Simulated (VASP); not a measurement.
SrTiO3:

```xyz
5
Lattice="3.9402 0.0000 0.0000 0.0000 3.9402 0.0000 0.0000 0.0000 3.9402" Properties=species:S:1:pos:R:3 pbc="T T T"
Sr    1.9701    1.9701    1.9701
Ti    0.0000    0.0000    0.0000
O     1.9701    0.0000    0.0000
O     0.0000    1.9701    0.0000
O     0.0000    0.0000    1.9701
```

Base run:

* Program: VASP 6.6.1
* Functional: PBE
* Potentials or basis: VASP PAW PBE potentials, release 64 (Sr_sv, Ti_sv, O)
* Cutoff: 520 eV
* k mesh: 4 × 4 × 4
* Occupations: gaussian, width 0.03 eV
* Spin: no spin polarisation

Its results: band gap on the k mesh 1.79 eV, indirect (least direct gap 2.16 eV); pressure 0.2 GPa.

**Question.** The run is repeated on the same cell with these changes: functional from PBE to HSE06. What comes out?

**Answer.** Band gap on the k mesh 3.24 eV, indirect (least direct gap 3.64 eV); pressure -5.7 GPa.

HSE06 gives the wider gap, since exact exchange removes part of the self-interaction.

Caveats: the PAW data sets were made with another functional, which shifts forces and pressure a little (some runs).
